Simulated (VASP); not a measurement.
Level of theory: LDA (Ceperley-Alder, Perdew-Zunger), VASP's LDA PAW potentials (set 64) (plane waves; VASP).

VASP input:

**KPOINTS**
```
Automatic mesh
0
Gamma
6 6 6
0 0 0
```

**INCAR**
```
# general
SYSTEM   =  TePb2S
PREC     =  Accurate
ENCUT    =  400   # plane-wave cut-off (eV)
LREAL    =  .FALSE.
LASPH    =  .TRUE.   # aspherical one-centre terms

# electronic loop
EDIFF    =  1E-6   # SCF stop (eV)
NELM     =  100   # most electronic steps
ALGO     =  Normal
LMAXMIX  =  4   # l cut-off of mixed one-centre charges

# smearing
ISMEAR   =  0   # Gaussian
SIGMA    =  0.05   # width (eV)

# ions
IBRION   =  2   # conjugate gradients
NSW      =  60   # most ionic steps
ISIF     =  3   # ions, shape and volume
EDIFFG   =  -0.02

# output
LWAVE    =  .FALSE.
LCHARG   =  .FALSE.
```

POSCAR:
```
TePb2S
1.0
  2.1617589264   1.2480922227   7.0586124281
 -2.1617589264   1.2480922227   7.0586124281
  0.0000000000  -2.4961844453   7.0586124281
Te Pb S
1 2 1
Cart
  0.0000000000   0.0000000001  10.5879186422
  0.0000000000   0.0000000001  15.7071498977
  0.0000000000   0.0000000000   5.4686873866
  0.0000000000   0.0000000000   0.0000000000
```

POTCAR, in this order: Te Pb_d S (LDA.64 set). Program: vasp_std.

The resulting files:

File OUTCAR:
```
 ion  position               nearest neighbor table
   1  0.500  0.500  0.500-   3 3.16   3 3.16   2 3.16   2 3.16   3 3.16   2 3.16
   2  0.742  0.742  0.742-   4 2.96   4 2.96   4 2.96   1 3.16   1 3.16   1 3.16   3 4.04   3 4.04
                             3 4.04
   3  0.258  0.258  0.258-   4 2.96   4 2.96   4 2.96   1 3.16   1 3.16   1 3.16   2 4.04   2 4.04
                             2 4.04
   4  0.000  0.000  0.000-   2 2.96   2 2.96   3 2.96   3 2.96   2 2.96   3 2.96
  LATTYP: Found a trigonal (rhomboedric) cell.
 ALAT       =     7.4869850582
 COS(alpha) =     0.8332635133
 Subroutine PRICEL returns:
 Original cell was already a primitive cell.
 Subroutine GETGRP returns: Found 12 space group operations
The static configuration has the point symmetry D_3d.
The dynamic configuration has the point symmetry D_3d.
 Subroutine INISYM returns: Found 12 space group operations
 Subroutine IBZKPT returns following result:
 Found     32 irreducible k-points:

 Following reciprocal coordinates:
            Coordinates               Weight
  0.000000  0.000000  0.000000      1.000000
  0.166667  0.000000  0.000000      6.000000
  0.333333  0.000000  0.000000      6.000000
  0.500000  0.000000  0.000000      3.000000
...
```

### OSZICAR
```
       N       E                     dE             d eps       ncg     rms          rms(c)
DAV:   1     0.355888192328E+03    0.35589E+03   -0.16238E+04  1536   0.143E+03
DAV:   2     0.170904483543E+02   -0.33880E+03   -0.33524E+03  1616   0.399E+02
DAV:   3    -0.180607215756E+02   -0.35151E+02   -0.34390E+02  2080   0.143E+02
DAV:   4    -0.192303584066E+02   -0.11696E+01   -0.11689E+01  1808   0.313E+01
DAV:   5    -0.192771591947E+02   -0.46801E-01   -0.46795E-01  2224   0.556E+00    0.609E+00
DAV:   6    -0.187081599466E+02    0.56900E+00   -0.19838E+00  2016   0.849E+00    0.412E+00
DAV:   7    -0.187051799534E+02    0.29800E-02   -0.36728E-01  1840   0.272E+00    0.208E+00
DAV:   8    -0.187006632903E+02    0.45167E-02   -0.36872E-02  2184   0.129E+00    0.339E-01
DAV:   9    -0.186997576752E+02    0.90562E-03   -0.58032E-03  1992   0.397E-01    0.150E-01
DAV:  10    -0.186998230077E+02   -0.65332E-04   -0.10384E-03  1880   0.144E-01    0.672E-02
DAV:  11    -0.186998385437E+02   -0.15536E-04   -0.19317E-04  2192   0.788E-02    0.301E-02
DAV:  12    -0.186998269799E+02    0.11564E-04   -0.68980E-05  2128   0.499E-02    0.118E-02
DAV:  13    -0.186998276373E+02   -0.65738E-06   -0.85717E-06  1648   0.163E-02
   1 F= -.18699828E+02 E0= -.18699828E+02  d E =-.186998E+02
       N       E                     dE             d eps       ncg     rms          rms(c)
DAV:   1    -0.187032823365E+02   -0.34554E-02   -0.45184E-01  2432   0.544E+00    0.320E-01
DAV:   2    -0.187011092780E+02    0.21731E-02   -0.90519E-03  2248   0.121E+00    0.108E-01
DAV:   3    -0.187007489331E+02    0.36034E-03   -0.15977E-03  1912   0.555E-01    0.306E-02
DAV:   4    -0.187007482484E+02    0.68473E-06   -0.99483E-05  2440   0.789E-02    0.127E-02
DAV:   5    -0.187007478190E+02    0.42946E-06   -0.33909E-06  1608   0.163E-02
   2 F= -.18700748E+02 E0= -.18700748E+02  d E =-.920182E-03
       N       E                     dE             d eps       ncg     rms          rms(c)
DAV:   1    -0.187055688714E+02   -0.48206E-02   -0.81093E-01  2424   0.726E+00    0.430E-01
DAV:   2    -0.187016516261E+02    0.39172E-02   -0.16328E-02  2248   0.163E+00    0.144E-01
DAV:   3    -0.187010011504E+02    0.65048E-03   -0.28593E-03  1904   0.745E-01    0.411E-02
DAV:   4    -0.187009998498E+02    0.13006E-05   -0.17982E-04  2400   0.107E-01    0.171E-02
DAV:   5    -0.187009991223E+02    0.72748E-06   -0.59888E-06  1672   0.215E-02
   3 F= -.18700999E+02 E0= -.18700999E+02  d E =-.117149E-02
       N       E                     dE             d eps       ncg     rms          rms(c)
DAV:   1    -0.187058451976E+02   -0.48453E-02   -0.48731E-01  2440   0.672E+00    0.404E-01
DAV:   2    -0.187020786848E+02    0.37665E-02   -0.11513E-02  1920   0.151E+00    0.138E-01
DAV:   3    -0.187014029703E+02    0.67571E-03   -0.29597E-03  2048   0.756E-01    0.447E-02
DAV:   4    -0.187014058009E+02   -0.28306E-05   -0.16727E-04  2240   0.103E-01    0.268E-02
DAV:   5    -0.187014044555E+02    0.13454E-05   -0.11081E-05  2072   0.375E-02    0.131E-02
DAV:   6    -0.187014044795E+02   -0.23983E-07   -0.19585E-06  1104   0.136E-02
   4 F= -.18701404E+02 E0= -.18701404E+02  d E =-.405357E-03
```

OUTCAR:
```
------------------------ aborting loop because EDIFF is reached ----------------------------------------
  FORCE on cell =-STRESS in cart. coord.  units (eV):
  Direction    XX          YY          ZZ          XY          YZ          ZX
  --------------------------------------------------------------------------------------
  Total        0.0344296      0.0344296     -0.0066729      0.0000000     -0.0000000      0.0000000
  in kB        0.4841412      0.4841413     -0.0938323      0.0000000     -0.0000000      0.0000000
  external PRESSURE =       0.2914834 kB  Pullay stress =       0.0000000 kB
  volume of cell :      113.94
      direct lattice vectors                 reciprocal lattice vectors
     2.161128853  1.247728449  7.042360296     0.231360569  0.133576073  0.047332616
    -2.161128853  1.247728449  7.042360296    -0.231360569  0.133576073  0.047332616
     0.000000000 -2.495456899  7.042360296     0.000000000 -0.267152146  0.047332616
 POSITION                                       TOTAL-FORCE (eV/Angst)
 -----------------------------------------------------------------------------------
      0.00000      0.00000     10.56354         0.000000      0.000000     -0.000000
      0.00000      0.00000     15.65464        -0.000000      0.000000      0.014645
      0.00000      0.00000      5.47244        -0.000000     -0.000000     -0.014645
      0.00000      0.00000      0.00000        -0.000000     -0.000000      0.000000
 -----------------------------------------------------------------------------------
    total drift:                                0.000000     -0.000000      0.000000
  FREE ENERGIE OF THE ION-ELECTRON SYSTEM (eV)
  ---------------------------------------------------
  free  energy   TOTEN  =       -18.7014044795 eV

  energy  without entropy=      -18.7014043436  energy(sigma->0) =      -18.70140441

 reached required accuracy - stopping structural energy minimisation
```
(Selected blocks of OUTCAR.)

File CONTCAR:
```
TePb2S
   1.00000000000000
     2.1611288528065615    1.2477284494294731    7.0423602960941203
    -2.1611288528065615    1.2477284494294731    7.0423602960941203
     0.0000000000000000   -2.4954568987592070    7.0423602960941620
  Te              Pb              S
     1     2     1
Direct
     0.5000000000000000    0.5000000000000000    0.5000000000000000
     0.7409749471547923    0.7409749471547923    0.7409749471547923
     0.2590250528452077    0.2590250528452077    0.2590250528452076
     0.0000000000000000    0.0000000000000000    0.0000000000000000
```

The structure comes from a computed database's TePb2S entry (R-3m); how it stands against other phases isn't given here. This run relaxes it. Symmetry was kept, so distortions that lower it aren't found. The start is the result of an earlier pass.
